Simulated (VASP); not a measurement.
```yaml
crystal:
  lattice:
    - [3.52631, 0.00000, 0.00000]
    - [-1.76315, 3.05387, 0.00000]
    - [0.00000, 0.00000, 5.53935]
  atoms:
    - { symbol: Zr, position: [0.33333, 0.66667, 0.99697] }
    - { symbol: Zr, position: [0.66667, 0.33333, 0.49697] }
    - { symbol: N, position: [0.33333, 0.66667, 0.37803] }
    - { symbol: N, position: [0.66667, 0.33333, 0.87803] }
```

Calculation: PBEsol GGA, VASP's PBE PAW potentials (set 64) (plane waves; VASP 6.6.1). Run with 520 eV cut-off, 11×11×6 Γ-centred mesh, tetrahedra with Blöchl corrections, potentials Zr_sv N.

Problem. Estimate the energy per atom (σ→0), band gap (on the k-mesh) with the smallest direct gap where there is one.

Solution. 
```
Property                                                    Result
------------------------  ----------------------------------------
band gap (on the k-mesh)  none (metal, semimetal or under 0.01 eV)
energy per atom (σ→0)                              -10.237 eV/atom
```

Only differences to runs with the same potentials and settings are physical.

The structure was generated: ZrN was put into the wurtzite type (P6_3mc), which need not be its known phase. It was relaxed first, which changed the volume by -35 %.
